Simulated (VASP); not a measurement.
All values below come from PBEsol GGA, VASP's PBE PAW potentials (set 64) (plane waves; VASP).

VASP input:

KPOINTS:
```
k-points along high-symmetry lines
10
Line-mode
Reciprocal
  0.000000   0.000000   0.000000 ! GAMMA
  0.500000   0.000000   0.000000 ! M

  0.500000   0.000000   0.000000 ! M
  0.333333   0.333333   0.000000 ! K

  0.333333   0.333333   0.000000 ! K
  0.000000   0.000000   0.000000 ! GAMMA

  0.000000   0.000000   0.000000 ! GAMMA
  0.000000   0.000000   0.500000 ! A

  0.000000   0.000000   0.500000 ! A
  0.500000   0.000000   0.500000 ! L

  0.500000   0.000000   0.500000 ! L
  0.333333   0.333333   0.500000 ! H

  0.333333   0.333333   0.500000 ! H
  0.000000   0.000000   0.500000 ! A

  0.500000   0.000000   0.500000 ! L
  0.500000   0.000000   0.000000 ! M

  0.333333   0.333333   0.500000 ! H
  0.333333   0.333333   0.000000 ! K
```

**POSCAR**
```
SiO2
1
    5.0946189049     0.0000000000     0.0000000000
   -2.5473094524     4.4120689947     0.0000000000
    0.0000000000     0.0000000000     8.6010009163
Si O
4 8
Direct
  0.6666670000   0.3333330000   0.9371626553
  0.3333330000   0.6666670000   0.4371626553
  0.6666670000   0.3333330000   0.5628373447
  0.3333330000   0.6666670000   0.0628373447
  0.0000000000   0.4205884401   0.0000000000
  0.5794115599   0.0000000000   0.5000000000
  0.5794115599   0.5794115599   0.0000000000
  0.0000000000   0.5794115599   0.5000000000
  0.4205884401   0.0000000000   0.0000000000
  0.4205884401   0.4205884401   0.5000000000
  0.6666670000   0.3333330000   0.7500000000
  0.3333330000   0.6666670000   0.2500000000
```

INCAR:
```
SYSTEM=SiO2
PREC=Accurate; ENCUT=520; LREAL=F
LASPH=T; ICHARG=11
EDIFF=1E-7; NELM=100; ALGO=Normal
ISMEAR=0; SIGMA=0.05
GGA=PS
LWAVE=F; LCHARG=F; LORBIT=11
```

POTCAR, in this order: Si O (PBE.64 set). Program: vasp_std. Read from the step before: CHGCAR.

Output of the run:

### OSZICAR
```
       N       E                     dE             d eps       ncg     rms          rms(c)
DAV:   1     0.427719931286E+03    0.42772E+03   -0.31657E+04  7044   0.147E+03
DAV:   2    -0.604856840211E+02   -0.48821E+03   -0.47282E+03  9167   0.317E+02
DAV:   3    -0.978470670525E+02   -0.37361E+02   -0.37174E+02  8280   0.989E+01
DAV:   4    -0.985429829029E+02   -0.69592E+00   -0.69461E+00  8720   0.141E+01
DAV:   5    -0.985575649067E+02   -0.14582E-01   -0.14576E-01  8119   0.196E+00
DAV:   6    -0.985581528847E+02   -0.58798E-03   -0.58788E-03  8968   0.348E-01
DAV:   7    -0.985581687870E+02   -0.15902E-04   -0.15902E-04  8171   0.559E-02
DAV:   8    -0.985581694699E+02   -0.68288E-06   -0.68282E-06  8312   0.103E-02
DAV:   9    -0.985581694942E+02   -0.24324E-07   -0.24322E-07  5971   0.197E-03
   1 F= -.98558169E+02 E0= -.98558169E+02  d E =-.102357E-10
```

**OUTCAR**
```
 val. band max:       -0.6662216422   @ k =   0.0000   0.0000   0.1667

 cond. band min:       4.8436997256   @ k =   0.0000   0.0000   0.0000



 k-point     1 :       0.0000    0.0000    0.0000
  band No.  band energies     occupation
      1     -19.9989      2.00000
      2     -19.5969      2.00000
      3     -18.6062      2.00000
      4     -17.9556      2.00000
      5     -17.9437      2.00000
      6     -17.9436      2.00000
      7     -17.9325      2.00000
      8     -17.9324      2.00000
      9     -10.4532      2.00000
     10      -9.2149      2.00000
     11      -7.2577      2.00000
     12      -6.5058      2.00000
     13      -6.4726      2.00000
     14      -6.4725      2.00000
     15      -6.2809      2.00000
     16      -6.2808      2.00000
     17      -3.7222      2.00000
     18      -3.2562      2.00000
     19      -3.2562      2.00000
     20      -2.9321      2.00000
     21      -2.9321      2.00000
     22      -2.6703      2.00000
     23      -2.5999      2.00000
     24      -2.5999      2.00000
     25      -2.5794      2.00000
     26      -2.5793      2.00000
     27      -1.5175      2.00000
     28      -1.5175      2.00000
     29      -1.3889      2.00000
     30      -1.3389      2.00000
     31      -0.7248      2.00000
     32      -0.7247      2.00000
     33       4.8437      0.00000
     34       6.9440      0.00000
     35       7.6676      0.00000
     36       7.9774      0.00000
     37       8.4391      0.00000
     38       8.4391      0.00000
     39       8.9195      0.00000

 k-point     2 :       0.0556    0.0000    0.0000
  band No.  band energies     occupation
      1     -19.9907      2.00000
      2     -19.5878      2.00000
      3     -18.6164      2.00000
      4     -17.9558      2.00000
      5     -17.9474      2.00000
      6     -17.9454      2.00000
      7     -17.9442      2.00000
      8     -17.9330      2.00000
      9     -10.4307      2.00000
     10      -9.1933      2.00000
...
```

The density is held fixed in this step, so its total energy and stress have no physical meaning.

The structure comes from a computed database's SiO2 entry (P6_322); how it stands against other phases isn't given here. It was relaxed first.
